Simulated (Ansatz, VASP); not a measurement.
# Two plane-wave programs on LiY3

INCAR

```
SYSTEM = LiY3
PREC = Accurate
ENCUT = 600
EDIFF = 1E-6
ISMEAR = -1
SIGMA = 0.05
LREAL = .False.
LASPH = .True.
NELM = 80
ALGO = Normal
ISIF = 3
LWAVE = .False.
LCHARG = .False.
GGA = RP
IBRION = 2
NSW = 40
EDIFFG = -0.005
```

The input KPOINTS:

```
Automatic mesh
0
Gamma
  6 6 6
  0 0 0
```

Contents of POSCAR:

```
LiY3
1.0
   -2.3671900000      2.3671900000      5.3266430000
    2.3671900000     -2.3671900000      5.3266430000
    2.3671900000      2.3671900000     -5.3266430000
Y Li
3 1
Direct
    0.5000000000      0.5000000000      0.0000000000
    0.2500000000      0.7500000000      0.5000000000
    0.7500000000      0.2500000000      0.5000000000
    0.0000000000      0.0000000000      0.0000000000
```

input.yaml

```yaml
crystal:
  lattice:
    - [-2.36719, 2.36719, 5.326643]
    - [2.36719, -2.36719, 5.326643]
    - [2.36719, 2.36719, -5.326643]
  atoms:
    - { symbol: "Y", position: [0.5, 0.5, 0.0] }
    - { symbol: "Y", position: [0.25, 0.75, 0.5] }
    - { symbol: "Y", position: [0.75, 0.25, 0.5] }
    - { symbol: Li, position: [0.0, 0.0, 0.0] }
hamiltonian:
  xc: rpbe
  pseudopotentials: { kind: paw }
kpoints:
  mp_grid: { grid: [6, 6, 6] }
scf:
  occupations: { method: fermi_dirac, width: 0.05 }
output:
  forces: true
  stress: true
  eigenvalues: true
  write_density: true
  write_potential: true
  elf: true
  volumetric_format: npy
relax:
  f_tol: 0.01
  max_steps: 40
  cell: { stress_tol: 0.05 }
```

The cell comes from a database or a generator and needn't be the stable form of this composition.

Alike in both runs: task relaxation of cell and atoms; functional RPBE; k mesh 6 × 6 × 6; occupations fermi-dirac, width 0.05 eV; no spin polarisation.

|  | VASP | Ansatz |
| --- | --- | --- |
| version | VASP 6.6.1 | Ansatz 0.2.0 |
| potentials or method | VASP PAW PBE potentials, release 64 (Y_sv, Li_sv) | Ansatz PAW |
| plane-wave cutoff (eV) | 600 | 420 |
| valence electrons in the cell | 36 | 36 |

|  | VASP | Ansatz | Ansatz less VASP |
| --- | --- | --- | --- |
| gap on the k mesh at the Fermi level, each at its own relaxed structure (eV) | none | none | - |
| relaxed volume (Å³/atom) | 31.06 | 31.16 | +0.100 |
| relaxed cell length with the largest relative difference (Å) | 6.354 | 6.374 | +0.0205 |
| energy change over the relaxation (meV/atom) | -5 | -5 | -0.8 |

A gap of «none» marks a metal or a gap that the smearing closes.

Caveats: the cutoff is under 1.25 times the usual one of these potentials, so pressure, stress and relaxed cells hold a basis-set (Pulay) error (VASP); the PAW data sets were made with another functional, which shifts forces and pressure a little (VASP); the plane-wave basis is chosen anew once the cell has moved, so the energies of steps on either side of that aren't comparable (Ansatz); the PAW data sets come from PBE, with cores solved anew for the run's functional, which leaves a small shift of forces and pressure (Ansatz).
